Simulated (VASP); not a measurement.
An input for Ansatz (written as the equivalent of a VASP run, and not itself run):

Ansatz 0.2 input:
```yaml
crystal:
  lattice:
    - [-1.9521690, 1.9521690, 4.7780160]
    - [1.9521690, -1.9521690, 4.7780160]
    - [1.9521690, 1.9521690, -4.7780160]
  atoms:
    - { symbol: Zr, position: [0.0000000, 0.0000000, 0.0000000] }
    - { symbol: Hf, position: [0.3353000, 0.3353000, 0.0000000] }
    - { symbol: Hf, position: [0.6647000, 0.6647000, 0.0000000] }
kpoints:
  mp_grid: { grid: [7, 7, 7] }
hamiltonian:
  xc: pbe
  pseudopotentials: { kind: paw }
scf:
  occupations: { method: gaussian, width: 0.05 }
  max_iter: 100
output: { forces: true, stress: true, eigenvalues: true }
```

### Question
Translate this input to VASP (INCAR, KPOINTS, POSCAR, choice of POTCAR).

### Answer
Several could match; the one computed here: 
KPOINTS:
```
Automatic mesh
0
Gamma
7 7 7
0 0 0
```

**POSCAR**
```
Hf2Zr
1
   -1.9521690000     1.9521690000     4.7780160000
    1.9521690000    -1.9521690000     4.7780160000
    1.9521690000     1.9521690000    -4.7780160000
Zr Hf
1 2
Direct
  0.0000000000   0.0000000000   0.0000000000
  0.3353000000   0.3353000000   0.0000000000
  0.6647000000   0.6647000000   0.0000000000
```

INCAR:
```
SYSTEM  =  Hf2Zr
PREC  =  Accurate; ENCUT  =  300; LREAL  =  .False.
LASPH  =  .True.
EDIFF  =  1E-6; NELM  =  100; ALGO  =  Normal
LMAXMIX  =  6
ISMEAR  =  0; SIGMA  =  0.05
GGA  =  PE
ISIF  =  2
LWAVE  =  .False.; LCHARG  =  .False.
```

POTCAR, in this order: Zr_sv Hf_pv (PBE.64 set). Program: vasp_std.

Limits of the translation: each code has its own PAW files, so the cut-off isn't converted (ENCUT is set for VASP's; basis.ecutwfc is left out, and Ansatz then takes the one that its files recommend); Ansatz stops its SCF on the density residual and VASP on the energy change (EDIFF).

The structure was generated: Hf2Zr was put into an ordered model structure, which need not be its known phase. The cell was not relaxed at this level. The k-mesh is coarse (spacing up to 0.33 per Å, 2π included), so the numbers may not be converged in it.
